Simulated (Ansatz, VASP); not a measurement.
## Ge (Germanium) in two plane-wave programs

Aim: how closely do two programs agree when they are given the same cell, functional and k mesh? The cell is taken from a series of runs on this material, whose earlier steps may have relaxed, scaled, displaced or heated it; both programs get it as it stands.

Method: plane waves, with VASP 6.6.1 beside it; zone-centre phonons at LDA, in Ansatz 0.2.0.

**1. The structure**

Symmetry: I4_1/amd, No. 141, tetragonal system. Conventional cell: a = 4.054 Å, b = 4.054 Å, c = 5.534 Å, α = 90.00°, β = 90.00°, γ = 90.00°. Nearest to Ge lie 4 Ge at 2.45 to 2.46 Å.

Structure file:

```xyz
2
Lattice="0.0000 2.8670 2.7672 2.8670 0.0000 2.7672 2.8670 2.8670 0.0000" Properties=species:S:1:pos:R:3 pbc="T T T"
Ge    2.8668    2.8668    2.7668
Ge    4.3005    4.3005    4.1511
```

**2. VASP: zone-centre phonons, LDA**

Second derivatives magnify differences that forces hide, and they need a tight electronic threshold.

Lines of VASP's logs that name or quote its potential files are left out, and so is its time.

The input, INCAR:

```
SYSTEM = Ge
PREC = Accurate
ENCUT = 500
EDIFF = 1E-08
NELM = 120
ISMEAR = 0
SIGMA = 0.015
LREAL = .FALSE.
ALGO = Normal
GGA = CA
NBANDS = 20
LORBIT = 11
LWAVE = .FALSE.
LCHARG = .FALSE.
ISIF = 2
ISYM = 2
IBRION = 8
LASPH = .TRUE.
GGA_COMPAT = .FALSE.
KPAR = 2
```

The input, POSCAR:

```
Ge
1.0
    0.0000000000      2.8669575258      2.7671749879
    2.8669575258      0.0000000000      2.7671749879
    2.8669575258      2.8669575258      0.0000000000
Ge
2
Direct
    0.4999371731      0.4999371731      0.5000247854
    0.7500628269      0.7500628269      0.7499752146
```

The input, KPOINTS:

```
Points of the shifted mesh
1728
Reciprocal
 0.0416666667  0.0416666667  0.0416666667 1
 0.0416666667  0.0416666667  0.1250000000 1
 0.0416666667  0.0416666667  0.2083333333 1
 0.0416666667  0.0416666667  0.2916666667 1
 0.0416666667  0.0416666667  0.3750000000 1
 0.0416666667  0.0416666667  0.4583333333 1
 0.0416666667  0.0416666667  0.5416666667 1
 0.0416666667  0.0416666667  0.6250000000 1
 0.0416666667  0.0416666667  0.7083333333 1
 0.0416666667  0.0416666667  0.7916666667 1
 0.0416666667  0.0416666667  0.8750000000 1
 0.0416666667  0.0416666667  0.9583333333 1
 0.0416666667  0.1250000000  0.0416666667 1
 0.0416666667  0.1250000000  0.1250000000 1
 0.0416666667  0.1250000000  0.2083333333 1
 0.0416666667  0.1250000000  0.2916666667 1
 0.0416666667  0.1250000000  0.3750000000 1
 0.0416666667  0.1250000000  0.4583333333 1
 0.0416666667  0.1250000000  0.5416666667 1
 0.0416666667  0.1250000000  0.6250000000 1
 0.0416666667  0.1250000000  0.7083333333 1
 0.0416666667  0.1250000000  0.7916666667 1
 0.0416666667  0.1250000000  0.8750000000 1
 0.0416666667  0.1250000000  0.9583333333 1
 0.0416666667  0.2083333333  0.0416666667 1
 0.0416666667  0.2083333333  0.1250000000 1
 0.0416666667  0.2083333333  0.2083333333 1
 0.0416666667  0.2083333333  0.2916666667 1
 0.0416666667  0.2083333333  0.3750000000 1
 0.0416666667  0.2083333333  0.4583333333 1
 0.0416666667  0.2083333333  0.5416666667 1
 0.0416666667  0.2083333333  0.6250000000 1
 0.0416666667  0.2083333333  0.7083333333 1
 0.0416666667  0.2083333333  0.7916666667 1
 0.0416666667  0.2083333333  0.8750000000 1
 0.0416666667  0.2083333333  0.9583333333 1
 0.0416666667  0.2916666667  0.0416666667 1
 0.0416666667  0.2916666667  0.1250000000 1
 0.0416666667  0.2916666667  0.2083333333 1
 0.0416666667  0.2916666667  0.2916666667 1
 0.0416666667  0.2916666667  0.3750000000 1
 0.0416666667  0.2916666667  0.4583333333 1
 0.0416666667  0.2916666667  0.5416666667 1
 0.0416666667  0.2916666667  0.6250000000 1
 0.0416666667  0.2916666667  0.7083333333 1
 0.0416666667  0.2916666667  0.7916666667 1
 0.0416666667  0.2916666667  0.8750000000 1
 0.0416666667  0.2916666667  0.9583333333 1
 0.0416666667  0.3750000000  0.0416666667 1
 0.0416666667  0.3750000000  0.1250000000 1
 0.0416666667  0.3750000000  0.2083333333 1
 0.0416666667  0.3750000000  0.2916666667 1
 0.0416666667  0.3750000000  0.3750000000 1
 0.0416666667  0.3750000000  0.4583333333 1
 0.0416666667  0.3750000000  0.5416666667 1
 0.0416666667  0.3750000000  0.6250000000 1
 0.0416666667  0.3750000000  0.7083333333 1
 0.0416666667  0.3750000000  0.7916666667 1
 0.0416666667  0.3750000000  0.8750000000 1
 0.0416666667  0.3750000000  0.9583333333 1
 0.0416666667  0.4583333333  0.0416666667 1
 0.0416666667  0.4583333333  0.1250000000 1
 0.0416666667  0.4583333333  0.2083333333 1
 0.0416666667  0.4583333333  0.2916666667 1
 0.0416666667  0.4583333333  0.3750000000 1
 0.0416666667  0.4583333333  0.4583333333 1
 0.0416666667  0.4583333333  0.5416666667 1
 0.0416666667  0.4583333333  0.6250000000 1
 0.0416666667  0.4583333333  0.7083333333 1
 0.0416666667  0.4583333333  0.7916666667 1
 0.0416666667  0.4583333333  0.8750000000 1
 0.0416666667  0.4583333333  0.9583333333 1
 0.0416666667  0.5416666667  0.0416666667 1
 0.0416666667  0.5416666667  0.1250000000 1
 0.0416666667  0.5416666667  0.2083333333 1
 0.0416666667  0.5416666667  0.2916666667 1
 0.0416666667  0.5416666667  0.3750000000 1
 0.0416666667  0.5416666667  0.4583333333 1
 0.0416666667  0.5416666667  0.5416666667 1
 0.0416666667  0.5416666667  0.6250000000 1
 0.0416666667  0.5416666667  0.7083333333 1
 0.0416666667  0.5416666667  0.7916666667 1
 0.0416666667  0.5416666667  0.8750000000 1
 0.0416666667  0.5416666667  0.9583333333 1
 0.0416666667  0.6250000000  0.0416666667 1
 0.0416666667  0.6250000000  0.1250000000 1
 0.0416666667  0.6250000000  0.2083333333 1
 0.0416666667  0.6250000000  0.2916666667 1
 0.0416666667  0.6250000000  0.3750000000 1
 0.0416666667  0.6250000000  0.4583333333 1
 0.0416666667  0.6250000000  0.5416666667 1
 0.0416666667  0.6250000000  0.6250000000 1
 0.0416666667  0.6250000000  0.7083333333 1
 0.0416666667  0.6250000000  0.7916666667 1
 0.0416666667  0.6250000000  0.8750000000 1
 0.0416666667  0.6250000000  0.9583333333 1
 0.0416666667  0.7083333333  0.0416666667 1
 0.0416666667  0.7083333333  0.1250000000 1
 0.0416666667  0.7083333333  0.2083333333 1
 0.0416666667  0.7083333333  0.2916666667 1
 0.0416666667  0.7083333333  0.3750000000 1
 0.0416666667  0.7083333333  0.4583333333 1
 0.0416666667  0.7083333333  0.5416666667 1
 0.0416666667  0.7083333333  0.6250000000 1
 0.0416666667  0.7083333333  0.7083333333 1
 0.0416666667  0.7083333333  0.7916666667 1
 0.0416666667  0.7083333333  0.8750000000 1
 0.0416666667  0.7083333333  0.9583333333 1
 0.0416666667  0.7916666667  0.0416666667 1
 0.0416666667  0.7916666667  0.1250000000 1
 0.0416666667  0.7916666667  0.2083333333 1
 0.0416666667  0.7916666667  0.2916666667 1
[... 1390 lines left out ...]
 0.8750000000  0.4583333333  0.1250000000 1
 0.8750000000  0.4583333333  0.2083333333 1
 0.8750000000  0.4583333333  0.2916666667 1
 0.8750000000  0.4583333333  0.3750000000 1
 0.8750000000  0.4583333333  0.4583333333 1
 0.8750000000  0.4583333333  0.5416666667 1
 0.8750000000  0.4583333333  0.6250000000 1
 0.8750000000  0.4583333333  0.7083333333 1
 0.8750000000  0.4583333333  0.7916666667 1
 0.8750000000  0.4583333333  0.8750000000 1
 0.8750000000  0.4583333333  0.9583333333 1
 0.8750000000  0.5416666667  0.0416666667 1
 0.8750000000  0.5416666667  0.1250000000 1
 0.8750000000  0.5416666667  0.2083333333 1
 0.8750000000  0.5416666667  0.2916666667 1
 0.8750000000  0.5416666667  0.3750000000 1
 0.8750000000  0.5416666667  0.4583333333 1
 0.8750000000  0.5416666667  0.5416666667 1
 0.8750000000  0.5416666667  0.6250000000 1
 0.8750000000  0.5416666667  0.7083333333 1
 0.8750000000  0.5416666667  0.7916666667 1
 0.8750000000  0.5416666667  0.8750000000 1
 0.8750000000  0.5416666667  0.9583333333 1
 0.8750000000  0.6250000000  0.0416666667 1
 0.8750000000  0.6250000000  0.1250000000 1
 0.8750000000  0.6250000000  0.2083333333 1
 0.8750000000  0.6250000000  0.2916666667 1
 0.8750000000  0.6250000000  0.3750000000 1
 0.8750000000  0.6250000000  0.4583333333 1
 0.8750000000  0.6250000000  0.5416666667 1
 0.8750000000  0.6250000000  0.6250000000 1
 0.8750000000  0.6250000000  0.7083333333 1
 0.8750000000  0.6250000000  0.7916666667 1
 0.8750000000  0.6250000000  0.8750000000 1
 0.8750000000  0.6250000000  0.9583333333 1
 0.8750000000  0.7083333333  0.0416666667 1
 0.8750000000  0.7083333333  0.1250000000 1
 0.8750000000  0.7083333333  0.2083333333 1
 0.8750000000  0.7083333333  0.2916666667 1
 0.8750000000  0.7083333333  0.3750000000 1
 0.8750000000  0.7083333333  0.4583333333 1
 0.8750000000  0.7083333333  0.5416666667 1
 0.8750000000  0.7083333333  0.6250000000 1
 0.8750000000  0.7083333333  0.7083333333 1
 0.8750000000  0.7083333333  0.7916666667 1
 0.8750000000  0.7083333333  0.8750000000 1
 0.8750000000  0.7083333333  0.9583333333 1
 0.8750000000  0.7916666667  0.0416666667 1
 0.8750000000  0.7916666667  0.1250000000 1
 0.8750000000  0.7916666667  0.2083333333 1
 0.8750000000  0.7916666667  0.2916666667 1
 0.8750000000  0.7916666667  0.3750000000 1
 0.8750000000  0.7916666667  0.4583333333 1
 0.8750000000  0.7916666667  0.5416666667 1
 0.8750000000  0.7916666667  0.6250000000 1
 0.8750000000  0.7916666667  0.7083333333 1
 0.8750000000  0.7916666667  0.7916666667 1
 0.8750000000  0.7916666667  0.8750000000 1
 0.8750000000  0.7916666667  0.9583333333 1
 0.8750000000  0.8750000000  0.0416666667 1
 0.8750000000  0.8750000000  0.1250000000 1
 0.8750000000  0.8750000000  0.2083333333 1
 0.8750000000  0.8750000000  0.2916666667 1
 0.8750000000  0.8750000000  0.3750000000 1
 0.8750000000  0.8750000000  0.4583333333 1
 0.8750000000  0.8750000000  0.5416666667 1
 0.8750000000  0.8750000000  0.6250000000 1
 0.8750000000  0.8750000000  0.7083333333 1
 0.8750000000  0.8750000000  0.7916666667 1
 0.8750000000  0.8750000000  0.8750000000 1
 0.8750000000  0.8750000000  0.9583333333 1
 0.8750000000  0.9583333333  0.0416666667 1
 0.8750000000  0.9583333333  0.1250000000 1
 0.8750000000  0.9583333333  0.2083333333 1
 0.8750000000  0.9583333333  0.2916666667 1
 0.8750000000  0.9583333333  0.3750000000 1
 0.8750000000  0.9583333333  0.4583333333 1
 0.8750000000  0.9583333333  0.5416666667 1
 0.8750000000  0.9583333333  0.6250000000 1
 0.8750000000  0.9583333333  0.7083333333 1
 0.8750000000  0.9583333333  0.7916666667 1
 0.8750000000  0.9583333333  0.8750000000 1
 0.8750000000  0.9583333333  0.9583333333 1
 0.9583333333  0.0416666667  0.0416666667 1
 0.9583333333  0.0416666667  0.1250000000 1
 0.9583333333  0.0416666667  0.2083333333 1
 0.9583333333  0.0416666667  0.2916666667 1
 0.9583333333  0.0416666667  0.3750000000 1
 0.9583333333  0.0416666667  0.4583333333 1
 0.9583333333  0.0416666667  0.5416666667 1
 0.9583333333  0.0416666667  0.6250000000 1
 0.9583333333  0.0416666667  0.7083333333 1
 0.9583333333  0.0416666667  0.7916666667 1
 0.9583333333  0.0416666667  0.8750000000 1
 0.9583333333  0.0416666667  0.9583333333 1
 0.9583333333  0.1250000000  0.0416666667 1
 0.9583333333  0.1250000000  0.1250000000 1
 0.9583333333  0.1250000000  0.2083333333 1
 0.9583333333  0.1250000000  0.2916666667 1
 0.9583333333  0.1250000000  0.3750000000 1
 0.9583333333  0.1250000000  0.4583333333 1
 0.9583333333  0.1250000000  0.5416666667 1
 0.9583333333  0.1250000000  0.6250000000 1
 0.9583333333  0.1250000000  0.7083333333 1
 0.9583333333  0.1250000000  0.7916666667 1
 0.9583333333  0.1250000000  0.8750000000 1
 0.9583333333  0.1250000000  0.9583333333 1
 0.9583333333  0.2083333333  0.0416666667 1
 0.9583333333  0.2083333333  0.1250000000 1
 0.9583333333  0.2083333333  0.2083333333 1
 0.9583333333  0.2083333333  0.2916666667 1
 0.9583333333  0.2083333333  0.3750000000 1
 0.9583333333  0.2083333333  0.4583333333 1
 0.9583333333  0.2083333333  0.5416666667 1
 0.9583333333  0.2083333333  0.6250000000 1
 0.9583333333  0.2083333333  0.7083333333 1
 0.9583333333  0.2083333333  0.7916666667 1
 0.9583333333  0.2083333333  0.8750000000 1
 0.9583333333  0.2083333333  0.9583333333 1
 0.9583333333  0.2916666667  0.0416666667 1
 0.9583333333  0.2916666667  0.1250000000 1
 0.9583333333  0.2916666667  0.2083333333 1
 0.9583333333  0.2916666667  0.2916666667 1
 0.9583333333  0.2916666667  0.3750000000 1
 0.9583333333  0.2916666667  0.4583333333 1
 0.9583333333  0.2916666667  0.5416666667 1
 0.9583333333  0.2916666667  0.6250000000 1
 0.9583333333  0.2916666667  0.7083333333 1
 0.9583333333  0.2916666667  0.7916666667 1
 0.9583333333  0.2916666667  0.8750000000 1
 0.9583333333  0.2916666667  0.9583333333 1
 0.9583333333  0.3750000000  0.0416666667 1
 0.9583333333  0.3750000000  0.1250000000 1
 0.9583333333  0.3750000000  0.2083333333 1
 0.9583333333  0.3750000000  0.2916666667 1
 0.9583333333  0.3750000000  0.3750000000 1
 0.9583333333  0.3750000000  0.4583333333 1
 0.9583333333  0.3750000000  0.5416666667 1
 0.9583333333  0.3750000000  0.6250000000 1
 0.9583333333  0.3750000000  0.7083333333 1
 0.9583333333  0.3750000000  0.7916666667 1
 0.9583333333  0.3750000000  0.8750000000 1
 0.9583333333  0.3750000000  0.9583333333 1
 0.9583333333  0.4583333333  0.0416666667 1
 0.9583333333  0.4583333333  0.1250000000 1
 0.9583333333  0.4583333333  0.2083333333 1
 0.9583333333  0.4583333333  0.2916666667 1
 0.9583333333  0.4583333333  0.3750000000 1
 0.9583333333  0.4583333333  0.4583333333 1
 0.9583333333  0.4583333333  0.5416666667 1
 0.9583333333  0.4583333333  0.6250000000 1
 0.9583333333  0.4583333333  0.7083333333 1
 0.9583333333  0.4583333333  0.7916666667 1
 0.9583333333  0.4583333333  0.8750000000 1
 0.9583333333  0.4583333333  0.9583333333 1
 0.9583333333  0.5416666667  0.0416666667 1
 0.9583333333  0.5416666667  0.1250000000 1
 0.9583333333  0.5416666667  0.2083333333 1
 0.9583333333  0.5416666667  0.2916666667 1
 0.9583333333  0.5416666667  0.3750000000 1
 0.9583333333  0.5416666667  0.4583333333 1
 0.9583333333  0.5416666667  0.5416666667 1
 0.9583333333  0.5416666667  0.6250000000 1
 0.9583333333  0.5416666667  0.7083333333 1
 0.9583333333  0.5416666667  0.7916666667 1
 0.9583333333  0.5416666667  0.8750000000 1
 0.9583333333  0.5416666667  0.9583333333 1
 0.9583333333  0.6250000000  0.0416666667 1
 0.9583333333  0.6250000000  0.1250000000 1
 0.9583333333  0.6250000000  0.2083333333 1
 0.9583333333  0.6250000000  0.2916666667 1
 0.9583333333  0.6250000000  0.3750000000 1
 0.9583333333  0.6250000000  0.4583333333 1
 0.9583333333  0.6250000000  0.5416666667 1
 0.9583333333  0.6250000000  0.6250000000 1
 0.9583333333  0.6250000000  0.7083333333 1
 0.9583333333  0.6250000000  0.7916666667 1
 0.9583333333  0.6250000000  0.8750000000 1
 0.9583333333  0.6250000000  0.9583333333 1
 0.9583333333  0.7083333333  0.0416666667 1
 0.9583333333  0.7083333333  0.1250000000 1
 0.9583333333  0.7083333333  0.2083333333 1
 0.9583333333  0.7083333333  0.2916666667 1
 0.9583333333  0.7083333333  0.3750000000 1
 0.9583333333  0.7083333333  0.4583333333 1
 0.9583333333  0.7083333333  0.5416666667 1
 0.9583333333  0.7083333333  0.6250000000 1
 0.9583333333  0.7083333333  0.7083333333 1
 0.9583333333  0.7083333333  0.7916666667 1
 0.9583333333  0.7083333333  0.8750000000 1
 0.9583333333  0.7083333333  0.9583333333 1
 0.9583333333  0.7916666667  0.0416666667 1
 0.9583333333  0.7916666667  0.1250000000 1
 0.9583333333  0.7916666667  0.2083333333 1
 0.9583333333  0.7916666667  0.2916666667 1
 0.9583333333  0.7916666667  0.3750000000 1
 0.9583333333  0.7916666667  0.4583333333 1
 0.9583333333  0.7916666667  0.5416666667 1
 0.9583333333  0.7916666667  0.6250000000 1
 0.9583333333  0.7916666667  0.7083333333 1
 0.9583333333  0.7916666667  0.7916666667 1
 0.9583333333  0.7916666667  0.8750000000 1
 0.9583333333  0.7916666667  0.9583333333 1
 0.9583333333  0.8750000000  0.0416666667 1
 0.9583333333  0.8750000000  0.1250000000 1
 0.9583333333  0.8750000000  0.2083333333 1
 0.9583333333  0.8750000000  0.2916666667 1
 0.9583333333  0.8750000000  0.3750000000 1
 0.9583333333  0.8750000000  0.4583333333 1
 0.9583333333  0.8750000000  0.5416666667 1
 0.9583333333  0.8750000000  0.6250000000 1
 0.9583333333  0.8750000000  0.7083333333 1
 0.9583333333  0.8750000000  0.7916666667 1
 0.9583333333  0.8750000000  0.8750000000 1
 0.9583333333  0.8750000000  0.9583333333 1
 0.9583333333  0.9583333333  0.0416666667 1
 0.9583333333  0.9583333333  0.1250000000 1
 0.9583333333  0.9583333333  0.2083333333 1
 0.9583333333  0.9583333333  0.2916666667 1
 0.9583333333  0.9583333333  0.3750000000 1
 0.9583333333  0.9583333333  0.4583333333 1
 0.9583333333  0.9583333333  0.5416666667 1
 0.9583333333  0.9583333333  0.6250000000 1
 0.9583333333  0.9583333333  0.7083333333 1
 0.9583333333  0.9583333333  0.7916666667 1
 0.9583333333  0.9583333333  0.8750000000 1
 0.9583333333  0.9583333333  0.9583333333 1
```

The projector-augmented-wave data sets are Ge_d (LDA family, release 64).

Launch:

```bash
$ mpirun -np 2 vasp_std
```

Numbers of over 12 decimals in the logs are rounded to 6 here.

The program printed:

```text
[banner, memory and clock lines left out]
running    2 mpi-ranks, on    1 nodes
 distrk:  each k-point on    1 cores,    2 groups
 distr:  one band on    1 cores,    1 groups

 POSCAR found type information on POSCAR Ge
 POSCAR found :  1 types and       2 ions
 LDA part: xc-table for (Slater(with rela. corr.)+CA(PZ))
 , standard interpolation
 POSCAR, INCAR and KPOINTS ok, starting setup
 FFT: planning ... GRIDC
 FFT: planning ... GRID_SOFT
 FFT: planning ... GRID
 WAVECAR not read
 entering main loop
       N       E                     dE             d eps       ncg     rms          rms(c)
DAV:   1     0.184131647988E+03    0.18413E+03   -0.14749E+04 74220   0.368E+03
DAV:   2     0.151851231211E+02   -0.16895E+03   -0.16448E+03 69288   0.588E+02
DAV:   3    -0.973568831072E+01   -0.24921E+02   -0.24746E+02 77820   0.144E+02
DAV:   4    -0.105375867168E+02   -0.80190E+00   -0.80133E+00 77756   0.303E+01
DAV:   5    -0.105507538709E+02   -0.13167E-01   -0.13167E-01 77100   0.424E+00    0.325E+00
DAV:   6    -0.104364165529E+02    0.11434E+00   -0.37325E-02 76692   0.172E+00    0.186E+00
DAV:   7    -0.103786815505E+02    0.57735E-01   -0.75027E-02 71924   0.208E+00    0.138E-01
DAV:   8    -0.103793438276E+02   -0.66228E-03   -0.55010E-03 78788   0.884E-01    0.486E-02
DAV:   9    -0.103793889673E+02   -0.45140E-04   -0.85704E-05 78568   0.947E-02    0.129E-02
DAV:  10    -0.103793854435E+02    0.35238E-05   -0.95811E-06 94052   0.459E-02    0.418E-03
DAV:  11    -0.103793853931E+02    0.50439E-07   -0.94806E-07 73644   0.872E-03    0.174E-03
DAV:  12    -0.103793853910E+02    0.20864E-08   -0.75624E-08 91640   0.352E-03
   1 F= -.10379385E+02 E0= -.10379376E+02  d E =-.185113E-04
 Linear response reoptimize wavefunctions to high precision
DAV:   1    -0.103793853905E+02    0.50659E-09   -0.40499E-09 63320   0.554E-04
DAV:   2    -0.103793853905E+02   -0.28194E-10   -0.26994E-10 44944   0.192E-04
 Linear response DOF=           2
 Linear response progress:
  Degree of freedom:   1/  2
       N       E                     dE             d eps       ncg     rms          rms(c)
RMM:   1    -0.188361095232E+00   -0.18836E+00    0.83646E+00 84868   0.445E+01
RMM:   2    -0.195792227292E+00   -0.74311E-02   -0.13101E-02111417   0.108E+00    0.748E-02
RMM:   3    -0.195834490956E+00   -0.42264E-04   -0.95983E-04118609   0.323E-01    0.429E-02
RMM:   4    -0.195767289720E+00    0.67201E-04   -0.64917E-05126329   0.834E-02    0.481E-03
RMM:   5    -0.195773159559E+00   -0.58698E-05   -0.48681E-06122226   0.197E-02    0.239E-03
RMM:   6    -0.195783963989E+00   -0.10804E-04   -0.23415E-07123508   0.539E-03    0.317E-04
RMM:   7    -0.195783198011E+00    0.76598E-06   -0.62133E-08127597   0.186E-03    0.211E-04
RMM:   8    -0.195782810404E+00    0.38761E-06   -0.10356E-08129048   0.661E-04    0.432E-05
RMM:   9    -0.195782669422E+00    0.14098E-06   -0.38323E-09129394   0.314E-04    0.192E-05
RMM:  10    -0.195782802382E+00   -0.13296E-06   -0.17617E-08129698   0.165E-04    0.594E-06
RMM:  11    -0.195782810816E+00   -0.84339E-08   -0.19729E-08131102   0.107E-04    0.344E-06
 first order change of Fermi-energy   0.22479E+01
 force on displaced ion       1 direction 1 : -10.902   0.024  -0.198
 Linear response progress:
  Degree of freedom:   2/  2
       N       E                     dE             d eps       ncg     rms          rms(c)
RMM:   1    -0.187992753550E+00   -0.18799E+00    0.85719E+00 84639   0.449E+01
RMM:   2    -0.195469410059E+00   -0.74767E-02   -0.13447E-02112272   0.109E+00    0.715E-02
RMM:   3    -0.195517034282E+00   -0.47624E-04   -0.89783E-04118180   0.310E-01    0.411E-02
RMM:   4    -0.195463251157E+00    0.53783E-04   -0.61694E-05126634   0.806E-02    0.467E-03
RMM:   5    -0.195469216903E+00   -0.59657E-05   -0.41446E-06122482   0.186E-02    0.221E-03
RMM:   6    -0.195478821376E+00   -0.96045E-05   -0.24956E-07124538   0.510E-03    0.329E-04
RMM:   7    -0.195478273190E+00    0.54819E-06   -0.48637E-08127803   0.168E-03    0.198E-04
RMM:   8    -0.195477878551E+00    0.39464E-06   -0.10714E-08129373   0.611E-04    0.395E-05
RMM:   9    -0.195477730428E+00    0.14812E-06   -0.78989E-09129100   0.285E-04    0.149E-05
RMM:  10    -0.195477817701E+00   -0.87272E-07   -0.11642E-08130046   0.149E-04    0.515E-06
RMM:  11    -0.195477839994E+00   -0.22293E-07   -0.17638E-08132861   0.965E-05    0.218E-06
RMM:  12    -0.195477854612E+00   -0.14618E-07   -0.13882E-08137284   0.732E-05    0.145E-06
RMM:  13    -0.195477869119E+00   -0.14507E-07   -0.53163E-09139784   0.627E-05    0.168E-07
RMM:  14    -0.195477868639E+00    0.47950E-09   -0.53347E-09120529   0.571E-05    0.117E-07
 first order change of Fermi-energy  -0.24614E-01
 force on displaced ion       1 direction 3 :  -0.186  -0.186 -10.522
 Linear response finished
```

[end of part 1 of 2]

[Lines on the potential files, build, host, timing and source positions are cut from VASP's logs without a mark.]

[Logs are printed without paths, hosts, clocks, repeated set-up lines and the standing remarks that a program may print on its own settings, such as how far it seeks lower states.]

[Hosts, paths, dates, database ids (printed as entryN), source tags and the programs' standing remarks are cut or masked in the printed files.]
